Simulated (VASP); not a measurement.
```
CELL_PARAMETERS angstrom
      0.00000     2.74817     2.74817
      2.74817     0.00000     2.74817
     10.98818    10.98818     0.00450
ATOMIC_POSITIONS crystal
  Zn 0.01440 0.01440 0.98920
  Zn 0.00033 0.00033 0.24975
  Zn 0.98565 0.98565 0.51076
  Zn 0.99984 0.99984 0.75012
  Se 0.25554 0.25554 0.05834
  Se 0.24210 0.24210 0.31842
  S  0.24431 0.24431 0.56677
  S  0.25783 0.25783 0.80663
```

Method: PBEsol GGA, VASP's PBE PAW potentials (set 64) (plane waves; VASP). Numerical set-up: 400 eV cut-off, 8×8×2 Γ-centred mesh, tetrahedra with Blöchl corrections, potentials Zn Se S.

### Question
Tabulate the total density of states (states/eV per cell) against energy (eV; zero at the valence-band maximum or, without a gap, the Fermi level).

### Answer

```
E (eV) | DOS (states/eV)
    -9.94 |  0.00
    -9.28 |  0.00
    -8.73 |  0.00
    -8.07 |  0.00
    -7.51 |  0.00
    -6.85 | ################### 20.8
    -6.19 | ############################## 33.7
    -5.63 |  0.12
    -4.97 | ####### 7.60
    -4.42 | ## 2.75
    -3.76 | # 1.41
    -3.20 | ##### 5.72
    -2.54 | ###### 6.23
    -1.88 | ###### 6.40
    -1.32 | ##### 5.88
    -0.66 | ## 2.53
    -0.11 | # 0.68
     0.55 |  0.00
     1.11 |  0.00
     1.77 |  0.03
     2.43 |  0.29
     2.99 | ## 2.15
     3.65 | ##### 6.08
     4.20 | ##### 6.07
     4.86 | ### 2.96
```
Within 2 eV below the valence-band maximum the largest weight inside VASP's projection spheres is Se p, then S p.

The structure was generated: Zn4S2Se2 was put into an ordered model structure (R3m), which need not be its known phase. It was relaxed first.
